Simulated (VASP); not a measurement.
Output of a VASP run:

### OSZICAR
```
...
DAV:   4    -0.580591651442E+02   -0.23226E+02   -0.22739E+02  6376   0.112E+02
DAV:   5    -0.611315985187E+02   -0.30724E+01   -0.30448E+01  8064   0.324E+01    0.726E+01
DAV:   6    -0.541734316510E+02    0.69582E+01   -0.43445E+01  7506   0.103E+02    0.144E+02
DAV:   7    -0.758033576525E+02   -0.21630E+02   -0.34341E+01  6712   0.299E+02    0.316E+02
DAV:   8    -0.535386104434E+02    0.22265E+02   -0.38556E+01  6250   0.161E+02    0.129E+02
DAV:   9    -0.526567179068E+02    0.88189E+00   -0.96799E+00  7504   0.475E+01    0.597E+01
DAV:  10    -0.535116733305E+02   -0.85496E+00   -0.41338E+00  7944   0.582E+01    0.422E+01
DAV:  11    -0.538332799070E+02   -0.32161E+00   -0.99749E-01  7458   0.958E+00    0.423E+01
DAV:  12    -0.529383278053E+02    0.89495E+00   -0.11784E+00  7040   0.287E+01    0.338E+01
DAV:  13    -0.533210785640E+02   -0.38275E+00   -0.46726E-01  6488   0.304E+01    0.368E+01
DAV:  14    -0.529793679102E+02    0.34171E+00   -0.65071E-01  6712   0.298E+01    0.304E+01
DAV:  15    -0.529021973629E+02    0.77171E-01   -0.34804E-01  7240   0.279E+01    0.239E+01
DAV:  16    -0.529069173098E+02   -0.47199E-02   -0.31806E-01  7312   0.362E+01    0.183E+01
DAV:  17    -0.529246015528E+02   -0.17684E-01   -0.20809E-01  7640   0.194E+01    0.149E+01
DAV:  18    -0.529348522448E+02   -0.10251E-01   -0.66719E-02  6830   0.136E+00    0.140E+01
DAV:  19    -0.529406295771E+02   -0.57773E-02   -0.58587E-03  7773   0.219E+00    0.141E+01
DAV:  20    -0.529456961962E+02   -0.50666E-02   -0.31478E-03  7985   0.804E-01    0.134E+01
DAV:  21    -0.529079847987E+02    0.37711E-01   -0.27123E-02  6960   0.127E+01    0.116E+01
DAV:  22    -0.529145460414E+02   -0.65612E-02   -0.14075E-02  7842   0.478E+00    0.809E+00
DAV:  23    -0.529110534954E+02    0.34925E-02   -0.71158E-03  7016   0.202E+00    0.806E+00
DAV:  24    -0.529118611305E+02   -0.80764E-03   -0.15101E-03  8066   0.123E+00    0.751E+00
DAV:  25    -0.529129403090E+02   -0.10792E-02   -0.90480E-04  7732   0.586E-01    0.703E+00
DAV:  26    -0.529061468218E+02    0.67935E-02   -0.18762E-03  7016   0.326E+00    0.561E+00
DAV:  27    -0.529077427659E+02   -0.15959E-02   -0.73185E-04  7688   0.947E-01    0.470E+00
DAV:  28    -0.529077401375E+02    0.26284E-05   -0.43807E-04  7384   0.780E-01    0.390E+00
DAV:  29    -0.529048954242E+02    0.28447E-02   -0.55984E-04  7416   0.156E+00    0.316E+00
DAV:  30    -0.529017203259E+02    0.31751E-02   -0.10281E-03  7584   0.221E+00    0.193E+00
DAV:  31    -0.529001106569E+02    0.16097E-02   -0.72583E-04  7744   0.102E+00    0.202E+00
DAV:  32    -0.528976100340E+02    0.25006E-02   -0.51105E-04  7360   0.175E+00    0.172E+00
DAV:  33    -0.528966116709E+02    0.99836E-03   -0.65590E-04  8128   0.748E-01    0.158E+00
DAV:  34    -0.528948480379E+02    0.17636E-02   -0.38988E-04  6848   0.146E+00    0.152E+00
DAV:  35    -0.528912700507E+02    0.35780E-02   -0.20504E-03  7136   0.373E+00    0.718E-01
DAV:  36    -0.528893118298E+02    0.19582E-02   -0.32915E-03  7192   0.400E+00    0.238E-01
DAV:  37    -0.528895899393E+02   -0.27811E-03   -0.35553E-03  6945   0.448E-01    0.575E-01
DAV:  38    -0.528896189030E+02   -0.28964E-04   -0.40066E-04  7835   0.126E-01    0.575E-01
DAV:  39    -0.528896134220E+02    0.54810E-05   -0.44809E-05  6911   0.647E-02    0.529E-01
DAV:  40    -0.528896150325E+02   -0.16105E-05   -0.32221E-05  6233   0.122E-01    0.557E-01
DAV:  41    -0.528896155252E+02   -0.49265E-06   -0.13546E-05  5861   0.327E-02    0.545E-01
DAV:  42    -0.528896158842E+02   -0.35901E-06   -0.18030E-06  3140   0.472E-02
   1 F= -.52889616E+02 E0= -.52889121E+02  d E =-.990136E-03  mag=     3.0052
```

OUTCAR:
```
------------------------ aborting loop because EDIFF is reached ----------------------------------------
  FORCE on cell =-STRESS in cart. coord.  units (eV):
  Direction    XX          YY          ZZ          XY          YZ          ZX
  --------------------------------------------------------------------------------------
  Total       -3.4286662     -3.4286662     -2.7433231      0.0000000      0.0000000      0.0000000
  in kB      -41.9385219    -41.9385219    -33.5555889      0.0000000      0.0000000      0.0000000
  external PRESSURE =     -39.1442109 kB  Pullay stress =       0.0000000 kB
  volume of cell :      130.99
      direct lattice vectors                 reciprocal lattice vectors
     3.841300000  0.000000000  0.000000000     0.260328535  0.000000000  0.000000000
     0.000000000  3.841300000  0.000000000     0.000000000  0.260328535  0.000000000
     0.000000000  0.000000000  8.877000000     0.000000000  0.000000000  0.112650670
 POSITION                                       TOTAL-FORCE (eV/Angst)
 -----------------------------------------------------------------------------------
      0.00000      0.00000      0.00000        -0.000000      0.000000      0.000000
      1.92065      0.00000      7.52770        -0.000000      0.000000     -0.257497
      0.00000      1.92065      7.52770         0.000000     -0.000000     -0.257497
      1.92065      0.00000      1.34930        -0.000000     -0.000000      0.257497
      0.00000      1.92065      1.34930        -0.000000     -0.000000      0.257497
      1.92065      1.92065      6.38789        -0.000000     -0.000000      0.177873
      1.92065      1.92065      2.48911         0.000000      0.000000     -0.177873
      0.00000      0.00000      4.43850        -0.000000      0.000000      0.000000
 -----------------------------------------------------------------------------------
    total drift:                                0.000000      0.000000      0.000000
  FREE ENERGIE OF THE ION-ELECTRON SYSTEM (eV)
  ---------------------------------------------------
  free  energy   TOTEN  =       -52.8896158842 eV

  energy  without entropy=      -52.8886257485  energy(sigma->0) =      -52.88912082

 total charge

# of ion       s       p       d       f       tot
--------------------------------------------------
    1        2.069   5.825   0.452  11.115  19.460
    2        1.591   3.448   0.000   0.000   5.039
    3        1.591   3.448   0.000   0.000   5.039
    4        1.591   3.448   0.000   0.000   5.039
    5        1.591   3.448   0.000   0.000   5.039
    6        1.588   0.966  10.033   0.000  12.587
    7        1.588   0.966  10.033   0.000  12.587
    8        1.590   3.481   0.000   0.000   5.071
--------------------------------------------------
tot         13.198  25.030  20.517  11.115  69.860

 magnetization (x)

# of ion       s       p       d       f       tot
--------------------------------------------------
    1        0.000  -0.020   0.018   2.840   2.838
    2        0.001   0.028   0.000   0.000   0.029
    3        0.001   0.028   0.000   0.000   0.029
    4        0.001   0.028   0.000   0.000   0.029
    5        0.001   0.028   0.000   0.000   0.029
    6        0.000  -0.002   0.000   0.000  -0.002
    7        0.000  -0.002   0.000   0.000  -0.002
    8        0.000   0.001   0.000   0.000   0.001
--------------------------------------------------
tot          0.006   0.089   0.018   2.840   2.952
```
(Selected blocks of OUTCAR.)

**POSCAR**
```
ErBi2ClO4
1
    3.8413000000     0.0000000000     0.0000000000
    0.0000000000     3.8413000000     0.0000000000
    0.0000000000     0.0000000000     8.8770000000
Er O Bi Cl
1 4 2 1
Direct
  0.0000000000   0.0000000000   0.0000000000
  0.5000000000   0.0000000000   0.8480000000
  0.0000000000   0.5000000000   0.8480000000
  0.5000000000   0.0000000000   0.1520000000
  0.0000000000   0.5000000000   0.1520000000
  0.5000000000   0.5000000000   0.7196000000
  0.5000000000   0.5000000000   0.2804000000
  0.0000000000   0.0000000000   0.5000000000
```

Task: Reconstruct the remaining input files.

Result: This is not unique; one that fits is the input of the run itself, PBEsol GGA, plane waves, VASP's PBE PAW potentials (set 64).

INCAR:
```
SYSTEM = ErBi2ClO4
PREC = Accurate; ENCUT = 400; LREAL = F
LASPH = T
EDIFF = 1E-6; NELM = 100; ALGO = Normal
LMAXMIX = 6
ISMEAR = 0; SIGMA = 0.136
GGA = PS
MAGMOM = 3.0 7*0.0
ISPIN = 2
ISIF = 2
LWAVE = F; LCHARG = F; LORBIT = 11
```

**KPOINTS**
```
K-points
0
G
 7 7 3
0 0 0
```

POTCAR, in this order: Er O Bi_d Cl (PBE.64 set). Program: vasp_std.

At this cut-off the stress carries a Pulay error, which pulls relaxed volumes low.  The moments were started parallel, and other spin orders were not tried in this run.

The structure comes from a measured ErBi2ClO4 entry of the Crystallography Open Database, whose conditions weren't checked. The cell was not relaxed at this level. The run is one of a series of settings (KPOINTS 7×7×3 Γ-centred mesh against the base run), some of them coarse on purpose.
